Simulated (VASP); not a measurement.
Write the native input for VASP 6.6.1 that does the following.

```yaml
Task: single point
Functional: PBEsol
Potentials_or_basis: VASP PAW PBE potentials, release 64 (C)
Cutoff: 520 eV
k_mesh: 16 × 16 × 4
Occupations: fermi-dirac, width 0.05 eV
Spin: no spin polarisation
Further_INCAR_settings: ALGO = Normal; EDIFF = 1e-06; NBANDS = 16
```

The structure of C lies in POSCAR:

```
C
1.0
    2.4610000000      0.0000000000      0.0000000000
   -1.2305000000      2.1312885187      0.0000000000
    0.0000000000      0.0000000000      6.9763200000
C
4
Direct
    0.0000000000      0.0000000000      0.2500000000
    0.3333333333      0.6666666667      0.2500000000
    0.0000000000      0.0000000000      0.7500000000
    0.6666666667      0.3333333333      0.7500000000
```

The cell was built by a generator and needn't be a form met in nature.

The input as run:

INCAR

```
PREC = Accurate
ENCUT = 520
EDIFF = 1E-6
ISMEAR = -1
SIGMA = 0.05
LREAL = False
LASPH = True
NELM = 100
ALGO = Normal
ISIF = 2
LWAVE = False
LCHARG = False
GGA = PS
NBANDS = 16
```

KPOINTS

```
Automatic mesh
0
Gamma
  16 16 4
```

Potentials or basis: VASP PAW PBE potentials, release 64 (C).

Run with:

```sh
$ cat potpaw_PBE.64/C/POTCAR > POTCAR
$ mpirun -np 1 vasp_std > vasp.out
```

It gave:

```
Pressure               : 0.1 GPa
Band gap on the k mesh : 0.67 eV, direct
```

Caveat: the PAW data sets were made with another functional, which shifts forces and pressure a little; this functional lacks dispersion, which binds the layers, so the pressure and a relaxed spacing across them are unreliable.

Run time: 22 s on 1 thread of AMD EPYC 9R14 (Zen 4), on a shared host, peak memory 0.13 GiB.
